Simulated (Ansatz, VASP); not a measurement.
**ZrWS3: VASP beside Ansatz**

```
Zr W S
1.0
     5.64416    0.00000    0.00000
     0.00000    2.98436    3.39688
     0.00000   -2.98436    3.39688
Zr W S
1 1 3
Direct
  0.50000 0.44785 0.44785
  0.00000 0.49967 0.49967
  0.69439 0.18206 0.18206
  0.30561 0.18206 0.18206
  0.00000 0.75577 0.75577
```

Alike in both runs: task single point; functional PBE; k mesh 4 × 4 × 4; occupations gaussian, width 0.1 eV; no spin polarisation.

|  | VASP | Ansatz |
| --- | --- | --- |
| version | VASP 6.6.1 | Ansatz 0.2.0 |
| potentials or method | VASP PAW PBE potentials, release 64 (Zr_sv, W_sv, S) | scalar-relativistic, plane waves, PAW |
| plane-wave cutoff (eV) | 520 | 420 |
| valence electrons in the cell | 44 | 44 |

Ansatz gave:

| Property | Result |
| --- | --- |
| gap on the k mesh at the Fermi level (eV) | none |
| rms of the force components (eV/Å) | 9.903 |

Which values does VASP return?

gap on the k mesh at the Fermi level (eV): none; rms of the force components (eV/Å): 9.779.

Atom by atom the forces differ by 0.130 eV/Å (rms over components). A gap of «none» marks a metal or a gap that the smearing closes. With one functional, cell and mesh, what is left measures potentials, basis and numerics.

Caveats: forces of over 1 eV/Å show positions far from the minimum, so gaps and moduli don't describe the material at rest. The runs have no spin-orbit coupling, so splittings on W are missing.
